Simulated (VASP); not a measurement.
These are PBEsol GGA, VASP's PBE PAW potentials (set 64) (plane waves; VASP 6.6.1) values and carry that method's errors.

VASP ran on this input.

**INCAR**
```
# general
SYSTEM  = Te
PREC    = Accurate
ENCUT   = 480
LREAL   = F
LASPH   = T

# electronic loop
EDIFF   = 1E-7
NELM    = 100
ALGO    = Normal
LMAXMIX = 4

# smearing
ISMEAR  = 0
SIGMA   = 0.05

# functional
GGA     = PS

# ions
IBRION  = 2
NSW     = 40
ISIF    = 3
EDIFFG  = -0.01
PSTRESS = 100

# output
LWAVE   = F
LCHARG  = F
```

POSCAR:
```
Te
1.0
  2.1643132869  -3.7487003016   0.0000000000
  2.1643132869   3.7487003016   0.0000000000
  0.0000000000   0.0000000000   5.9665423537
Te
3
Cartesian
  2.7722840651  -2.6956641014   3.9776968913
  3.1126850173  -0.0000000000   0.0000000000
  2.7722840651   2.6956641014   1.9888454624
```

**KPOINTS**
```
Automatic mesh
0
Gamma
6 6 4
0 0 0
```

POTCAR, in this order: Te (PBE.64 set). Program: vasp_std.

Output

File OSZICAR:
```
...
DAV:   1    -0.101736113673E+02    0.33154E-02   -0.26298E-03   654   0.299E-01    0.296E-02
DAV:   2    -0.101736037580E+02    0.76093E-05   -0.11431E-04   694   0.697E-02    0.199E-02
DAV:   3    -0.101735964910E+02    0.72670E-05   -0.82058E-06   679   0.166E-02    0.835E-03
DAV:   4    -0.101735947776E+02    0.17134E-05   -0.39431E-06   664   0.101E-02    0.164E-02
DAV:   5    -0.101735946810E+02    0.96609E-07   -0.11776E-07   432   0.257E-03
  31 F= -.51521417E+01 E0= -.51509831E+01  d E =-.108151E-02
       N       E                     dE             d eps       ncg     rms          rms(c)
DAV:   1    -0.101669227035E+02    0.66721E-02   -0.10520E-02   654   0.597E-01    0.593E-02
DAV:   2    -0.101668917630E+02    0.30941E-04   -0.45697E-04   694   0.139E-01    0.396E-02
DAV:   3    -0.101668617541E+02    0.30009E-04   -0.32928E-05   669   0.332E-02    0.168E-02
DAV:   4    -0.101668543047E+02    0.74494E-05   -0.15701E-05   669   0.202E-02    0.330E-02
DAV:   5    -0.101668540847E+02    0.22002E-06   -0.55282E-07   707   0.512E-03    0.120E-02
DAV:   6    -0.101668539464E+02    0.13834E-06   -0.71574E-08   357   0.160E-03    0.271E-03
DAV:   7    -0.101668539723E+02   -0.25890E-07   -0.95248E-09   332   0.775E-04
  32 F= -.51533406E+01 E0= -.51521249E+01  d E =-.228042E-02
       N       E                     dE             d eps       ncg     rms          rms(c)
DAV:   1    -0.101533724092E+02    0.13482E-01   -0.42121E-02   654   0.120E+00    0.120E-01
DAV:   2    -0.101532467710E+02    0.12564E-03   -0.18293E-03   699   0.279E-01    0.778E-02
DAV:   3    -0.101531244394E+02    0.12233E-03   -0.13249E-04   664   0.666E-02    0.344E-02
DAV:   4    -0.101530936171E+02    0.30822E-04   -0.62462E-05   659   0.404E-02    0.667E-02
DAV:   5    -0.101530930361E+02    0.58099E-06   -0.22324E-06   764   0.102E-02    0.240E-02
DAV:   6    -0.101530927340E+02    0.30213E-06   -0.25881E-07   552   0.290E-03    0.449E-03
DAV:   7    -0.101530927625E+02   -0.28541E-07   -0.15699E-08   342   0.920E-04
  33 F= -.51554431E+01 E0= -.51540913E+01  d E =-.438290E-02
       N       E                     dE             d eps       ncg     rms          rms(c)
DAV:   1    -0.101258184501E+02    0.27274E-01   -0.16845E-01   654   0.240E+00    0.240E-01
DAV:   2    -0.101252891695E+02    0.52928E-03   -0.72968E-03   699   0.557E-01    0.157E-01
DAV:   3    -0.101247849735E+02    0.50420E-03   -0.55298E-04   664   0.135E-01    0.705E-02
DAV:   4    -0.101246664327E+02    0.11854E-03   -0.23174E-04   664   0.781E-02    0.137E-01
DAV:   5    -0.101246645006E+02    0.19321E-05   -0.84266E-06   780   0.199E-02    0.471E-02
DAV:   6    -0.101246637333E+02    0.76735E-06   -0.11022E-06   689   0.585E-03    0.816E-03
DAV:   7    -0.101246637808E+02   -0.47500E-07   -0.50626E-08   347   0.164E-03
  34 F= -.51586792E+01 E0= -.51571350E+01  d E =-.761899E-02
       N       E                     dE             d eps       ncg     rms          rms(c)
DAV:   1    -0.100714362460E+02    0.53227E-01   -0.67239E-01   664   0.481E+00    0.497E-01
DAV:   2    -0.100689227437E+02    0.25135E-02   -0.29077E-02   704   0.111E+00    0.407E-01
DAV:   3    -0.100667057150E+02    0.22170E-02   -0.25212E-03   664   0.286E-01    0.108E-01
DAV:   4    -0.100662722973E+02    0.43342E-03   -0.79031E-04   674   0.146E-01    0.258E-01
DAV:   5    -0.100662647557E+02    0.75415E-05   -0.27297E-05   742   0.365E-02    0.105E-01
DAV:   6    -0.100662593475E+02    0.54082E-05   -0.11432E-05   669   0.177E-02    0.143E-02
DAV:   7    -0.100662594660E+02   -0.11848E-06   -0.47598E-07   692   0.479E-03    0.261E-03
DAV:   8    -0.100662594622E+02    0.37633E-08   -0.14935E-08   332   0.984E-04
  35 F= -.51633553E+01 E0= -.51620331E+01  d E =-.122951E-01
       N       E                     dE             d eps       ncg     rms          rms(c)
DAV:   1    -0.994803081283E+01    0.11823E+00   -0.26646E+00   649   0.968E+00    0.967E-01
DAV:   2    -0.993891099392E+01    0.91198E-02   -0.11544E-01   704   0.222E+00    0.663E-01
DAV:   3    -0.993080744690E+01    0.81035E-02   -0.86660E-03   659   0.537E-01    0.242E-01
DAV:   4    -0.992891859935E+01    0.18888E-02   -0.33491E-03   689   0.300E-01    0.507E-01
DAV:   5    -0.992887505840E+01    0.43541E-04   -0.15090E-04   821   0.803E-02    0.142E-01
DAV:   6    -0.992887087286E+01    0.41855E-05   -0.81820E-06   741   0.167E-02    0.209E-02
DAV:   7    -0.992887090333E+01   -0.30474E-07   -0.35630E-07   679   0.405E-03
  36 F= -.51511236E+01 E0= -.51499090E+01  d E =-.634294E-04
       N       E                     dE             d eps       ncg     rms          rms(c)
DAV:   1    -0.100580964791E+02   -0.12923E+00   -0.17091E+00   649   0.771E+00    0.787E-01
DAV:   2    -0.100519954816E+02    0.61010E-02   -0.78803E-02   714   0.181E+00    0.622E-01
DAV:   3    -0.100472537035E+02    0.47418E-02   -0.40922E-03   669   0.391E-01    0.227E-01
DAV:   4    -0.100449714612E+02    0.22822E-02   -0.42633E-03   644   0.335E-01    0.420E-01
DAV:   5    -0.100449564326E+02    0.15029E-04   -0.17919E-04   762   0.861E-02    0.183E-01
DAV:   6    -0.100449592516E+02   -0.28190E-05   -0.63734E-06   774   0.180E-02    0.285E-02
DAV:   7    -0.100449588017E+02    0.44997E-06   -0.35479E-07   674   0.460E-03    0.151E-02
DAV:   8    -0.100449592656E+02   -0.46396E-06   -0.59731E-08   352   0.180E-03    0.172E-03
DAV:   9    -0.100449591760E+02    0.89606E-07   -0.14655E-08   327   0.949E-04
  37 F= -.51642301E+01 E0= -.51630878E+01  d E =-.131699E-01
       N       E                     dE             d eps       ncg     rms          rms(c)
DAV:   1    -0.100356006508E+02    0.93586E-02   -0.82445E-02   654   0.170E+00    0.170E-01
DAV:   2    -0.100355618729E+02    0.38778E-04   -0.34039E-03   689   0.382E-01    0.108E-01
DAV:   3    -0.100354089796E+02    0.15289E-03   -0.21284E-04   704   0.870E-02    0.271E-02
DAV:   4    -0.100353933193E+02    0.15660E-04   -0.26692E-05   699   0.291E-02    0.481E-02
DAV:   5    -0.100353931715E+02    0.14783E-06   -0.94779E-07   712   0.694E-03    0.193E-02
DAV:   6    -0.100353917127E+02    0.14588E-05   -0.31181E-06   669   0.960E-03    0.117E-03
DAV:   7    -0.100353917207E+02   -0.79692E-08   -0.94634E-08   407   0.235E-03
  38 F= -.51663414E+01 E0= -.51652406E+01  d E =-.211137E-02
       N       E                     dE             d eps       ncg     rms          rms(c)
DAV:   1    -0.100215140680E+02    0.13878E-01   -0.13961E-01   654   0.222E+00    0.212E-01
DAV:   2    -0.100214436069E+02    0.70461E-04   -0.57405E-03   689   0.496E-01    0.135E-01
DAV:   3    -0.100211882833E+02    0.25532E-03   -0.34492E-04   699   0.111E-01    0.358E-02
DAV:   4    -0.100211585307E+02    0.29753E-04   -0.49613E-05   694   0.394E-02    0.635E-02
DAV:   5    -0.100211581295E+02    0.40124E-06   -0.18078E-06   748   0.960E-03    0.206E-02
DAV:   6    -0.100211560255E+02    0.21039E-05   -0.46492E-06   684   0.117E-02    0.120E-03
DAV:   7    -0.100211560406E+02   -0.15079E-07   -0.13900E-07   426   0.283E-03
  39 F= -.51674270E+01 E0= -.51662534E+01  d E =-.319688E-02
       N       E                     dE             d eps       ncg     rms          rms(c)
DAV:   1    -0.100399968300E+02   -0.18841E-01   -0.11262E-02   629   0.576E-01    0.208E-01
DAV:   2    -0.100397865188E+02    0.21031E-03   -0.40145E-04   659   0.131E-01    0.661E-02
DAV:   3    -0.100397035892E+02    0.82930E-04   -0.57758E-05   679   0.430E-02    0.288E-02
DAV:   4    -0.100396649899E+02    0.38599E-04   -0.56003E-05   634   0.377E-02    0.525E-02
DAV:   5    -0.100396641020E+02    0.88790E-06   -0.31888E-06   780   0.107E-02    0.127E-02
DAV:   6    -0.100396642140E+02   -0.11193E-06   -0.63494E-08   357   0.194E-03    0.305E-03
DAV:   7    -0.100396642766E+02   -0.62639E-07   -0.11057E-08   357   0.827E-04
  40 F= -.51693395E+01 E0= -.51681458E+01  d E =-.191251E-02
```

OUTCAR:
```
------------------------ aborting loop because EDIFF is reached ----------------------------------------
  FORCE on cell =-STRESS in cart. coord.  units (eV):
  Direction    XX          YY          ZZ          XY          YZ          ZX
  --------------------------------------------------------------------------------------
  Total        5.0020633      5.0020288      5.4868175      0.0000000     -0.0000000      0.0000000
  in kB      102.7049222    102.7042131    112.6581426      0.0000000     -0.0000000      0.0000000
  external PRESSURE =       6.0224260 kB  Pullay stress =     100.0000000 kB
  volume of cell :       78.03
      direct lattice vectors                 reciprocal lattice vectors
     1.901319804 -3.293171134  0.000000000     0.262975223 -0.151829340  0.000000000
     1.901319804  3.293171134 -0.000000000     0.262975223  0.151829340 -0.000000000
     0.000000000  0.000000000  6.231161986    -0.000000000  0.000000000  0.160483711
 POSITION                                       TOTAL-FORCE (eV/Angst)
 -----------------------------------------------------------------------------------
      2.54272     -2.18224      4.15411        -0.018973     -0.032862      0.000000
      2.51984      0.00000      0.00000         0.037946     -0.000000      0.000000
      2.54272      2.18224      2.07705        -0.018973      0.032862     -0.000000
 -----------------------------------------------------------------------------------
    total drift:                               -0.000182     -0.000352      0.000018
  FREE ENERGIE OF THE ION-ELECTRON SYSTEM (eV)
  ---------------------------------------------------
  free  energy   TOTEN  =       -10.0396642766 eV

  energy  without entropy=      -10.0372769424  energy(sigma->0) =      -10.03847061
  enthalpy is  TOTEN    =        -5.1693394619 eV   P V=        4.8703248147
```
(Selected blocks of OUTCAR.)

File CONTCAR:
```
Te
   1.00000000000000
     1.9013198040716908   -3.2931711340544094    0.0000000000000002
     1.9013198040716908    3.2931711340544094   -0.0000000000000002
     0.0000000000000001    0.0000000000000007    6.2311619855410019
  Te
     3
Direct
     0.9999999893946232    0.3373435744914116    0.6666669999999968
     0.6626564361139649    0.6626564361139649    0.0000000000000000
     0.3373435744914116    0.9999999893946232    0.3333330000000032
```

stdout:
```
...
 curvature:  -0.06 expect dE=-0.114E-02 dE for cont linesearch -0.225E-05
 trial: gam= 1.23263 g(F)=  0.867E-06 g(S)=  0.199E-01 ort = 0.253E-02 (trialstep = 0.113E+00)
 search vector abs. value=  0.274E+00
 bond charge predicted
       N       E                     dE             d eps       ncg     rms          rms(c)
DAV:   1    -0.100356006508E+02    0.93586E-02   -0.82445E-02   654   0.170E+00    0.170E-01
DAV:   2    -0.100355618729E+02    0.38778E-04   -0.34039E-03   689   0.382E-01    0.108E-01
DAV:   3    -0.100354089796E+02    0.15289E-03   -0.21284E-04   704   0.870E-02    0.271E-02
DAV:   4    -0.100353933193E+02    0.15660E-04   -0.26692E-05   699   0.291E-02    0.481E-02
DAV:   5    -0.100353931715E+02    0.14783E-06   -0.94779E-07   712   0.694E-03    0.193E-02
DAV:   6    -0.100353917127E+02    0.14588E-05   -0.31181E-06   669   0.960E-03    0.117E-03
DAV:   7    -0.100353917207E+02   -0.79692E-08   -0.94634E-08   407   0.235E-03
  38 F= -.51663414E+01 E0= -.51652406E+01  d E =-.211137E-02
 trial-energy change:   -0.002111  1 .order   -0.002098   -0.002613   -0.001583
 step:   0.2615(harm=  0.2878)  dis= 0.01259  next Energy=    -5.167404 (dE=-0.317E-02)
 bond charge predicted
       N       E                     dE             d eps       ncg     rms          rms(c)
DAV:   1    -0.100215140680E+02    0.13878E-01   -0.13961E-01   654   0.222E+00    0.212E-01
DAV:   2    -0.100214436069E+02    0.70461E-04   -0.57405E-03   689   0.496E-01    0.135E-01
DAV:   3    -0.100211882833E+02    0.25532E-03   -0.34492E-04   699   0.111E-01    0.358E-02
DAV:   4    -0.100211585307E+02    0.29753E-04   -0.49613E-05   694   0.394E-02    0.635E-02
DAV:   5    -0.100211581295E+02    0.40124E-06   -0.18078E-06   748   0.960E-03    0.206E-02
DAV:   6    -0.100211560255E+02    0.21039E-05   -0.46492E-06   684   0.117E-02    0.120E-03
DAV:   7    -0.100211560406E+02   -0.15079E-07   -0.13900E-07   426   0.283E-03
  39 F= -.51674270E+01 E0= -.51662534E+01  d E =-.319688E-02
 curvature:  -1.67 expect dE=-0.274E-01 dE for cont linesearch -0.426E-05
 trial: gam=-0.00454 g(F)=  0.233E-03 g(S)=  0.161E-01 ort = 0.836E-03 (trialstep = 0.143E+00)
 search vector abs. value=  0.163E-01
 bond charge predicted
       N       E                     dE             d eps       ncg     rms          rms(c)
DAV:   1    -0.100399968300E+02   -0.18841E-01   -0.11262E-02   629   0.576E-01    0.208E-01
DAV:   2    -0.100397865188E+02    0.21031E-03   -0.40145E-04   659   0.131E-01    0.661E-02
DAV:   3    -0.100397035892E+02    0.82930E-04   -0.57758E-05   679   0.430E-02    0.288E-02
DAV:   4    -0.100396649899E+02    0.38599E-04   -0.56003E-05   634   0.377E-02    0.525E-02
DAV:   5    -0.100396641020E+02    0.88790E-06   -0.31888E-06   780   0.107E-02    0.127E-02
DAV:   6    -0.100396642140E+02   -0.11193E-06   -0.63494E-08   357   0.194E-03    0.305E-03
DAV:   7    -0.100396642766E+02   -0.62639E-07   -0.11057E-08   357   0.827E-04
  40 F= -.51693395E+01 E0= -.51681458E+01  d E =-.191251E-02
 trial-energy change:   -0.001913  1 .order   -0.001922   -0.002339   -0.001505
 step:   0.4738(harm=  0.4012)  dis= 0.00104  next Energy=    -5.170965 (dE=-0.354E-02)
```

The run did not converge; its last values are not results.

The run did not end as a converged relaxation. Energy and stress use the plane-wave basis of the starting cell.

The compound is Te in the trig structure. This run relaxes it under an external pressure of 10 GPa. Symmetry was kept, so distortions that lower it aren't found. The k-mesh is coarse (spacing up to 0.32 per Å, 2π included), so the numbers may not be converged in it.
